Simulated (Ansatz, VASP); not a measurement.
# SiO2 in two plane-wave programs

Wanted: the spread between two codes on one cell, functional and k mesh. The structure shown is the start of the Ansatz relaxation below; VASP solves that cell, so the two are compared at the walk's first step.

Main program and level: Ansatz 0.2.0; plane waves, with VASP 6.6.1 beside it; single point at LDA.

**1. Starting point**

The cell holds 3 atoms: 1 Si and 2 O. Its edges and angles: a = 2.933 Å, b = 2.933 Å, c = 27.484 Å, α = 90.0°, β = 90.0°, γ = 60.0°. Vacuum lies along c. The height across the vacuum is the one that the program set for its solve, not the one typed.

**2. Ansatz: relaxation, LDA**

Ansatz runs on its default PAW (the set named soft_2) files.

The two programs are compared at the cell with which this relaxation starts, whose forces are those of its first step.

The input, input.yaml:

```yaml
crystal:
  lattice:
    - [2.9334426419, 0.0, 0.0]
    - [1.4667213209, 2.5404358484, 0.0]
    - [0.0, 0.0, 18.03074667]
  atoms:
    - { symbol: Si, position: [0.3333333333, 0.3333333333, 0.5] }
    - { symbol: O, position: [0.0, 0.0, 0.44892309] }
    - { symbol: O, position: [0.6666666667, 0.6666666667, 0.55107691] }
  periodic: [true, true, false]
kpoints:
  mp_grid: { grid: [9, 9, 1] }
scf:
  occupations: { method: fermi_dirac, width: 0.05 }
hamiltonian:
  xc: lda
output:
  forces: true
  stress: true
relax:
  f_tol: 0.02
  max_steps: 50
  cell: {}
```

Launch:

```bash
$ ansatz run input.yaml --threads 1 --pin off --max-ram 4096MiB --backend cpu --events-out ev --progress --plain --runs-dir out
```

Numbers of over 12 decimals in the logs are rounded to 6 here.

Output:

```text
Warning: crystal.periodic: the lattice vector that does not repeat stood 0.000° off the slab's normal, 18.031 Å along it as the deck builds it. The run solves the slab on a vector along the normal, 27.484 Å long, with every atom where it was (on the deck's vector they left 16.19 Å outside them, and the widest stretch free of ions among them is 0.92 Å). A fractional position that the run reports is one of the run's ce [...]
crystal.periodic: the lattice vector that does not repeat stood 0.000° off the slab's normal, 18.031 Å along it as the deck builds it. The run solves the slab on a vector along the normal, 27.484 Å long, with every atom where it was (on the deck's vector they left 16.19 Å outside them, and the widest stretch free of ions among them is 0.92 Å). A fractional position that the run reports is one of the run's cell, which [...]
Engine: ansatz 0.2.0, aarch64-unknown-linux-gnu
Pseudopotentials: kind: paw
Pseudopotential: Si, paw, valence charge 4, recommended cutoff 420 eV (normal), Si.paw.azcp
Pseudopotential: O, paw, valence charge 6, recommended cutoff 420 eV (normal), O.paw.azcp
Functional definition: SPW92
  exchange = slater_x
  correlation = pw_c
Crystal: 3 atoms, lattice volume = 204.816 Å³
Basis set: ecut = 420 eV, 3943 PW (Γ)
Bands: 12, of which v1, the nominal top of the filled ones, is band 8 counted from 1 (7 counted from 0)
Symmetry: 12 space group operations
Space group: P-3m1 (ITA 164), of the structure as read, at distance tolerance 5.9e-5 Å
k-points: 12 of 81
Non-local potential: Si, projectors of the file, l = 0: 2, l = 1: 2, l = 2: 2
Non-local potential: O, projectors of the file, l = 0: 2, l = 1: 2, l = 2: 1
PAW form: soft (Blöchl's): semilocal exchange-correlation on the pseudo side does not see the compensation charge
PAW frozen core: Si, regenerated for the run's functional, and the local potential with it (the file was generated under x = pbe(κ = 0.804, μ = 0.219515), c = pbe(β = 0.066725))
PAW frozen core: O, regenerated for the run's functional, and the local potential with it (the file was generated under x = pbe(κ = 0.804, μ = 0.219515), c = pbe(β = 0.066725))
PAW one-centre angular grid: Si, 110 points (default); XC on 64 Gauss nodes
PAW one-centre angular grid: O, 110 points (default); XC on 64 Gauss nodes
Initial density: superposition of atomic densities (neutral atoms: chi_scale 0, normalization atom), corrected by the library's trained network
Initial wavefunctions: pseudopotential atomic-orbital guess
Functional: x = slater, c = lda
SCF iter   1: F=—  HF=-1720.916076 eV  |F-HF|=—  |Δ(HF+E_count)|=         —  Δρ=6.37e-3  dr2=7.75e-2  ethr=1.77e-3  ⟨swp⟩=12.8  Hψ=1605  notcnv=0
preconditioner: auto → none  [insulator: Δε(μ)=3.666 eV  Ē_g=15.400 eV  σ=0.050 eV  W_gap=1.00  n_scr=14 (ndim 8)  ℏωp=10.4 eV  f_vac=0.816  D(μ)=0.00/eV (n_scr^D=0)  ε∞_Penn≈1.5]
[...]
SCF iter   1: F=—  HF=-1722.026028 eV  |F-HF|=—  |Δ(HF+E_count)|=         —  Δρ=4.88e-4  dr2=5.09e-5  ethr=6.49e-7  ⟨swp⟩=5.7  Hψ=2658  notcnv=0
preconditioner: auto → none  [insulator: Δε(μ)=7.087 eV  Ē_g=18.146 eV  σ=0.050 eV  W_gap=1.00  n_scr=16 (ndim 8)  ℏωp=11.4 eV  f_vac=0.815  D(μ)=0.00/eV (n_scr^D=0)  ε∞_Penn≈1.4]
SCF iter   2: F=—  HF=-1722.026028 eV  |F-HF|=—  |Δ(HF+E_count)|=   3.22e-7  Δρ=2.26e-4  dr2=1.38e-5  ethr=3.18e-7  ⟨swp⟩=2.8  Hψ=274  notcnv=0
SCF iter   3: F=—  HF=-1722.026031 eV  |F-HF|=—  |Δ(HF+E_count)|=   3.01e-6  Δρ=8.21e-5  dr2=4.06e-6  ethr=8.64e-8  ⟨swp⟩=2.8  Hψ=271  notcnv=0
SCF iter   4: F=—  HF=-1722.026032 eV  |F-HF|=—  |Δ(HF+E_count)|=   6.57e-7  Δρ=7.09e-6  dr2=2.25e-8  ethr=2.54e-8  ⟨swp⟩=3.2  Hψ=297  notcnv=0
SCF iter   5: F=—  HF=-1722.026030 eV  |F-HF|=—  |Δ(HF+E_count)|=   2.27e-6  Δρ=2.70e-6  dr2=3.13e-9  ethr=1.40e-10  ⟨swp⟩=3.8  Hψ=364  notcnv=0
SCF iter   6: F=—  HF=-1722.026030 eV  |F-HF|=—  |Δ(HF+E_count)|=  2.90e-10  Δρ=1.82e-7  dr2=7.15e-11  ethr=1.96e-11  ⟨swp⟩=2.5  Hψ=252  notcnv=0
SCF iter   7: F=-1722.026030 eV  HF=-1722.026030 eV  |F-HF|=1.46e-11  |Δ(HF+E_count)|=  6.64e-11  Δρ=6.17e-8  dr2=2.31e-12  ethr=1.00e-12  ⟨swp⟩=11.5  Hψ=1087  notcnv=0
SCF 7 converged in 7 iterations: F = -1722.026030 eV  dr2 = 2.31e-12
relax step   7: F+E_penalty+E_count = -1722.02602980 eV  Δ(F+E_penalty+E_count) = +1.416e-2 eV  max|allowed force component| = 9.132e-3 eV/Å  Δτ_max = 0.0000 Å  P = -0.486 N/m  Ω = 168.976 Å³  fix = [c, alpha, beta]  reactions: c -0.000 N/m  stress off target by 4.86e-1 N/m on what of the cell is left free  SCF on the basis re-selected at this cell (its energy is not comparable with the rows above)  (7 SCF iters)
[...]
relax step   8: F+E_penalty+E_count = -1722.02705881 eV  Δ(F+E_penalty+E_count) = -1.029e-3 eV  max|allowed force component| = 1.677e-3 eV/Å  Δτ_max = 0.0011 Å  P = +0.110 N/m  Ω = 168.328 Å³  energy of the carried Pulay correction = +7.596e-4 eV  fix = [c, alpha, beta]  reactions: c +0.000 N/m  (4 SCF iters, dr2 threshold 3.00e-7 eV, accepted)
[...]
relax step   9: F+E_penalty+E_count = -1722.02693851 eV  Δ(F+E_penalty+E_count) = +1.203e-4 eV  max|allowed force component| = 3.569e-4 eV/Å  Δτ_max = 0.0002 Å  P = +0.005 N/m  Ω = 168.444 Å³  energy of the carried Pulay correction = +6.246e-4 eV  fix = [c, alpha, beta]  reactions: c +0.000 N/m  (4 SCF iters, dr2 threshold 2.15e-8 eV, accepted)
[...]
relax step  10: F+E_penalty+E_count = -1722.02626235 eV  Δ(F+E_penalty+E_count) = +6.762e-4 eV  max|allowed force component| = 5.889e-5 eV/Å  Δτ_max = 0.0000 Å  P = -0.009 N/m  Ω = 168.444 Å³  fix = [c, alpha, beta]  reactions: c -0.000 N/m  stress off target by 9.47e-3 N/m on what of the cell is left free  SCF on the basis re-selected at this cell (its energy is not comparable with the rows above)  (5 SCF iters)
basis re-selected at this cell: Δ(F+E_penalty+E_count) = +6.762e-4 eV, ΔP = -0.014 N/m vs the last step (what re-selecting the basis moved, of the pressure what is left beyond the Pulay correction that the steps carried, after the strain that the cell walked since its last selection, with what the two solves' SCF thresholds leave and, on support functions, any second-order correction that the steps lacked; it is no m [...]
SCF converged after 5 iterations
Free energy (F): -1722.026262 eV
Harris-Foulkes:  -1722.026262 eV  (|F-HF|=2.73e-12)
Internal energy: -1722.026262 eV  (E = F + TS)
E sigma→0 (E₀):  -1722.026262 eV
Fermi energy:    -5.671883 eV
--- Per-component energies (eV) ---
  E_band       = -260.490138
  E_kinetic    = 404.730875
  E_local      = -22703.586927  (includes V_loc(G=0)·N_el)
  E_nonlocal   = 123.390496
  E_hartree    = 11115.798863
  E_xc         = -203.255506
  E_vxc        = -238.320388  (∫ρ·V_xc dr)
  E_paw        = -781.878605  (= ΣΔE_a)
  E_vpaw       = -78.307238  (= ΣTr[D̂ρ^β])
  E_aug_tail   = 0.005211  (compensation charges beyond the density's cutoff)
  E_ewald      = 10322.491158
  E_core_change = 0.278174  (= ΣΔE_core)
  E_smearing   = -0.000000  (= −TS)
  E_closure    = 0.000000  (closes the sum)
  Σ components = -1722.026262   (vs F -1722.026262, Δ=0.00e0)
--- Forces (eV/Å), atoms counted from 1 ---
  atom   1  Si     0.00000000     0.00000000     0.00000000
  atom   2  O      0.00000000     0.00000000    -0.00005889
  atom   3  O     -0.00000000    -0.00000000     0.00005889
  max |Σ_I F_I| component: 3.70e-17 eV/Å
--- 2D stress c σ (N/m, compression-positive) ---
       -0.009473      -0.000000      -0.000000
        0.000000      -0.009473      -0.000000
       -0.000000      -0.000000      -0.000000
  P = ½ c Tr σ = -0.0095 N/m
--- Relaxed structure (8 steps of the walk, 8 accepted, 2 SCFs on fresh bases) ---
  F+E_penalty+E_count = -1722.02626235 eV   max|allowed force component| = 5.889e-5 eV/Å   (the final SCF, on the basis selected at the relaxed cell)
  cell:  # Å, volume = 168.4438 Å³
    - [2.660257, 2.617909351471589e-11, 0]
    - [1.330129, 2.303850, 0]
    - [0, 0, 27.483819]
  atoms:
    - { symbol: Si, position: [0.333333, 0.333333, 0.328025] }
    - { symbol: O, position: [3.34785299205236e-19, 1.4761587266098667e-19, 0.295253] }
    - { symbol: O, position: [0.666667, 0.666667, 0.360796] }
```

**3. VASP: single point, LDA, start cell**

The same cell, functional (in two slightly different forms), mesh and smearing now go to VASP, with its own data sets.

Lines of VASP's logs that name or quote its potential files are left out, and so is its time.

The input, INCAR:

```
SYSTEM = SiO2
PREC = Accurate
ENCUT = 520
EDIFF = 1E-06
NELM = 120
ISMEAR = -1
SIGMA = 0.05
LREAL = .FALSE.
ALGO = Normal
GGA = CA
NBANDS = 14
LORBIT = 11
LWAVE = .FALSE.
LCHARG = .FALSE.
ISIF = 2
LDIPOL = .TRUE.
IDIPOL = 3
DIPOL = 0.5 0.5 0.328
LVHAR = .TRUE.
LASPH = .TRUE.
GGA_COMPAT = .FALSE.
EFERMI = MIDGAP
NELMDL = -8
```

The input, POSCAR:

```
SiO2
1.0
    2.9334430000      0.0000000000      0.0000000000
    1.4667210000      2.5404360000      0.0000000000
    0.0000000000      0.0000000000     27.4838190000
Si O
1 2
Direct
    0.3333332197      0.3333333333      0.3280247552
    0.0000000000      0.0000000000      0.2945158022
    0.6666667803      0.6666666667      0.3615337446
```

The input, KPOINTS:

```
Automatic mesh
0
Gamma
9 9 1
0 0 0
```

Potentials, in the order of the species: Si and O (LDA family, release 64).

Launch:

```bash
$ mpirun -np 1 vasp_std
```

Output:

```text
[banner, memory and clock lines left out]
running    1 mpi-ranks, on    1 nodes
 distrk:  each k-point on    1 cores,    1 groups
 distr:  one band on    1 cores,    1 groups

 POSCAR found type information on POSCAR SiO
 POSCAR found :  2 types and       3 ions
 LDA part: xc-table for (Slater(with rela. corr.)+CA(PZ))
 , standard interpolation
 POSCAR, INCAR and KPOINTS ok, starting setup
 FFT: planning ... GRIDC
 FFT: planning ... GRID_SOFT
 FFT: planning ... GRID
 WAVECAR not read
 entering main loop
       N       E                     dE             d eps       ncg     rms          rms(c)
DAV:   1     0.132214074626E+03    0.13221E+03   -0.59744E+03   368   0.823E+02
DAV:   2    -0.966065475021E+01   -0.14187E+03   -0.12595E+03   606   0.186E+02
DAV:   3    -0.261175559052E+02   -0.16457E+02   -0.16307E+02   444   0.819E+01
DAV:   4    -0.264427256880E+02   -0.32517E+00   -0.32448E+00   456   0.132E+01
DAV:   5    -0.264490055629E+02   -0.62799E-02   -0.62783E-02   438   0.172E+00
DAV:   6    -0.264491973494E+02   -0.19179E-03   -0.19178E-03   462   0.296E-01
DAV:   7    -0.264492046042E+02   -0.72547E-05   -0.72510E-05   450   0.521E-02
DAV:   8    -0.264492049075E+02   -0.30331E-06   -0.30340E-06   418   0.104E-02    0.998E+00
DAV:   9    -0.242485541028E+02    0.22007E+01   -0.70288E+00   408   0.212E+01    0.446E+00
DAV:  10    -0.242184622412E+02    0.30092E-01   -0.36537E-01   426   0.474E+00    0.195E+00
DAV:  11    -0.241930252071E+02    0.25437E-01   -0.28491E-02   420   0.162E+00    0.768E-01
DAV:  12    -0.241878949830E+02    0.51302E-02   -0.62628E-03   438   0.765E-01    0.120E-01
DAV:  13    -0.241880516735E+02   -0.15669E-03   -0.43550E-04   432   0.159E-01    0.493E-02
DAV:  14    -0.241881269916E+02   -0.75318E-04   -0.25737E-05   450   0.397E-02    0.164E-02
DAV:  15    -0.241882458273E+02   -0.11884E-03   -0.71125E-06   432   0.168E-02    0.535E-03
DAV:  16    -0.241883673094E+02   -0.12148E-03   -0.13161E-05   420   0.208E-02    0.847E-03
DAV:  17    -0.241884385798E+02   -0.71270E-04   -0.94177E-06   384   0.139E-02    0.164E-03
DAV:  18    -0.241884527791E+02   -0.14199E-04   -0.12030E-06   396   0.486E-03    0.926E-04
DAV:  19    -0.241884780498E+02   -0.25271E-04   -0.77636E-07   352   0.375E-03    0.121E-03
DAV:  20    -0.241884890140E+02   -0.10964E-04   -0.42250E-07   354   0.253E-03    0.559E-04
DAV:  21    -0.241884917994E+02   -0.27854E-05   -0.67313E-08   348   0.157E-03    0.243E-04
DAV:  22    -0.241884935817E+02   -0.17822E-05   -0.41874E-08   330   0.772E-04    0.924E-05
DAV:  23    -0.241884941308E+02   -0.54914E-06   -0.17008E-08   330   0.572E-04
   1 F= -.24188494E+02 E0= -.24188494E+02  d E =-.158518E-17
```

OUTCAR, selected parts (step 3):

```text
ion  position               nearest neighbor table
   1  0.333  0.333  0.328-   2 1.93   2 1.93   3 1.93   2 1.93   3 1.93   3 1.93
   2  0.000  0.000  0.295-   1 1.93   1 1.93   1 1.93
   3  0.667  0.667  0.362-   1 1.93   1 1.93   1 1.93

  LATTYP: Found a hexagonal cell.
 ALAT       =     2.9334426127
 C/A-ratio  =     9.3691347092

 Subroutine GETGRP returns: Found 12 space group operations
 (whereof  6 operations were pure point group operations)

The static configuration has the point symmetry C_3v.
 The point group associated with its full space group is D_3d.

 Found     12 irreducible k-points:

   k-points           NKPTS =     12   k-points in BZ     NKDIM =     12   number of bands    NBANDS=     14

   dimension x,y,z NGX =    24 NGY =   24 NGZ =  210
   dimension x,y,z NGXF=    48 NGYF=   48 NGZF=  420

   ENCUT  =  520.0 eV  38.22 Ry    6.18 a.u.   5.45  5.45 51.10*2*pi/ulx,y,z

   NELECT =      16.0000    total number of electrons

 k-points in reciprocal lattice and weights: Automatic mesh
   0.00000000  0.00000000  0.00000000       0.012
   0.11111111 -0.00000000  0.00000000       0.074
   0.22222222 -0.00000000  0.00000000       0.074
   0.33333333  0.00000000  0.00000000       0.074
   0.44444444 -0.00000000  0.00000000       0.074
   0.22222222  0.11111111  0.00000000       0.074
   0.33333333  0.11111111  0.00000000       0.148
   0.44444444  0.11111111  0.00000000       0.148
  -0.44444444  0.11111111  0.00000000       0.074
   0.44444444  0.22222222  0.00000000       0.074
  -0.44444444  0.22222222  0.00000000       0.148
  -0.33333333  0.33333333  0.00000000       0.025

 dipolmoment           0.000000      0.000000     -0.000003 electrons x Angstroem

 average (electrostatic) potential at core
       1 -97.6316       2 -81.7163       3 -81.7164

 E-fermi :  -5.2179

 k-point     1 :       0.0000    0.0000    0.0000
  band No.  band energies     occupation
    ...
      4      -9.1305      2.00000
      5      -9.1305      2.00000
      6      -8.3598      2.00000
      7      -8.3598      2.00000
      8      -7.5802      2.00000
      9      -3.3217      0.00000
     10      -0.8076      0.00000
     11       1.6486      0.00000
     12       1.6850      0.00000
     13       2.0010      0.00000
    ...

 k-point     2 :       0.1111   -0.0000    0.0000
  band No.  band energies     occupation
    ...
      4     -10.0278      2.00000
      5      -9.4477      2.00000
      6      -8.7726      2.00000
      7      -8.2503      2.00000
      8      -7.2843      2.00000
      9      -2.6056      0.00000
     10      -0.3639      0.00000
     11       1.8548      0.00000
     12       1.9245      0.00000
     13       2.2444      0.00000
    ...

 k-point     3 :       0.2222   -0.0000    0.0000
  band No.  band energies     occupation
    ...
      4     -11.0319      2.00000
      5     -10.0039      2.00000
      6      -9.1938      2.00000
      7      -8.2014      2.00000
      8      -7.1194      2.00000
      9      -1.4603      0.00000
     10       0.3685      0.00000
     11       2.2013      0.00000
     12       2.7563      0.00000
     13       3.0410      0.00000
    ...

  Total       -9.9945702     -9.9945690     -3.4496038      0.0000020     -0.0000000     -0.0000000
  in kB      -78.1828890    -78.1828793    -26.9846511      0.0000154     -0.0000000     -0.0000000
  external PRESSURE =     -61.1168065 kB  Pullay stress =       0.0000000 kB

  energy-cutoff  :      520.00
  volume of cell :      204.82
      direct lattice vectors                 reciprocal lattice vectors
     2.933443000  0.000000000  0.000000000     0.340896346 -0.196816542  0.000000000
     1.466721000  2.540436000  0.000000000     0.000000000  0.393633219  0.000000000
     0.000000000  0.000000000 27.483819000     0.000000000  0.000000000  0.036385045

 POSITION                                       TOTAL-FORCE (eV/Angst)
 -----------------------------------------------------------------------------------
      1.46672      0.84681      9.01537         0.000000      0.000000     -0.000000
      0.00000      0.00000      8.09442        -0.000000      0.000000      1.846710
      2.93344      1.69362      9.93633         0.000000      0.000000     -1.846710
 -----------------------------------------------------------------------------------
    total drift:                               -0.000452     -0.000000     -0.001708

  FREE ENERGIE OF THE ION-ELECTRON SYSTEM (eV)
  ---------------------------------------------------
  free  energy   TOTEN  =       -24.1884941308 eV

  energy  without entropy=      -24.1884941308  energy(sigma->0) =      -24.18849413

 vacuum level on the upper side and lower side of the slab         1.885         1.885

 total charge
# of ion       s       p       d       tot
------------------------------------------
    1        0.598   0.714   0.000   1.312
    2        1.553   3.445   0.000   4.998
    3        1.553   3.445   0.000   4.998
--------------------------------------------------
tot          3.703   7.604   0.000  11.307

[... 3 further parts left out ...]
```

**4. Differences**

Known differences besides the potentials themselves: the two LDA forms differ slightly; Ansatz cuts the interaction across the vacuum, VASP repeats the sheet with a dipole correction; the cutoff is 420 eV in Ansatz and 520 eV in VASP; VASP's log shows a relativistic correction to its local exchange, Ansatz's none. Total energies have different zeros and are not compared.

Forces (eV/Å; atoms numbered as in POSCAR):

| atom | Ansatz x, y, z | VASP x, y, z |
| --- | --- | --- |
| Si1 | 0.000, 0.000, 0.000 | 0.000, 0.000, 0.000 |
| O2 | 0.000, 0.000, 1.883 | 0.000, 0.000, 1.847 |
| O3 | 0.000, 0.000, -1.883 | 0.000, 0.000, -1.847 |

The forces differ by 17 meV/Å r.m.s., which is 1.9 % of the r.m.s. force of 0.871 eV/Å (both taken over all components). With vacuum in the cell, a pressure given here is an average over mostly empty space and none of the material.

**5. Summary of results**

```json
{
 "r.m.s. force difference (single point, LDA, start cell)": "1.9 % of the r.m.s. force"
}
```

In words: The r.m.s. force difference is 1.9 % of the r.m.s. force (single point, LDA, start cell), within the 3 % picked in this series as the mark of a large difference. 1 further run of this series is not shown here. How closely two codes agree says nothing of how well the functional describes the real material.

[Lines on the potential files, build, host, timing and source positions are cut from VASP's logs without a mark.]

[Logs are printed without paths, hosts, clocks, repeated set-up lines and the standing remarks that a program may print on its own settings, such as how far it seeks lower states.]

[Hosts, paths, dates, database ids (printed as entryN), source tags and the programs' standing remarks are cut or masked in the printed files.]
